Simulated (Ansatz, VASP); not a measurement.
**Two plane-wave programs on MnCrSb**

```
CELL_PARAMETERS angstrom
4.63423 0.00000 0.00000
-2.31711 4.01336 0.00000
0.00000 0.00000 5.64689
ATOMIC_POSITIONS crystal
Sb 0.33333 0.66667 0.25000
Sb 0.66667 0.33333 0.75000
Mn 0.00000 0.00000 0.50000
Mn 0.00000 0.00000 0.00000
Cr 0.33333 0.66667 0.75000
Cr 0.66667 0.33333 0.25000
```

Change from the starting cell: volume scaled by 1.06.

Alike in both runs: task single point; functional PBE; k mesh 7 × 7 × 5; occupations fermi-dirac, width 0.05 eV; collinear spin, ferromagnetic start.

```csv
,VASP,Ansatz
version,VASP 6.6.1,Ansatz 0.2.0
potentials or method,"VASP PAW PBE potentials, release 64 (Sb, Mn_pv, Cr_pv)",Ansatz PAW
plane-wave cutoff (eV),520,420
valence electrons in the cell,60,88
```

|  | VASP | Ansatz | Ansatz less VASP |
| --- | --- | --- | --- |
| gap on the k mesh at the Fermi level (eV) | none | none | - |
| pressure (GPa) | -5.4 | -2.5 | +2.95 |
| largest component of the traceless stress (GPa) | 0.23 | 1.48 | +1.252 |
| net moment per atom (μB) | 2.06 | 0.11 | -1.950 |
| size of the moment on the site where the two differ most (μB) | 2.72 | 2.95 | +0.234 |

The net moments differ so much that the two runs ended in different magnetic states, which moves the other rows too. Site moments also hang on the region over which each program counts them. A gap of «none» marks a metal or a gap that the smearing closes. The two sets of potentials don't hold the same shells in valence.

Caveats: only a ferromagnetic start was run, and an antiferromagnetic order may lie lower in energy (VASP); the starting moments weren't kept (Ansatz). The runs have no spin-orbit coupling, so splittings on Sb are missing.
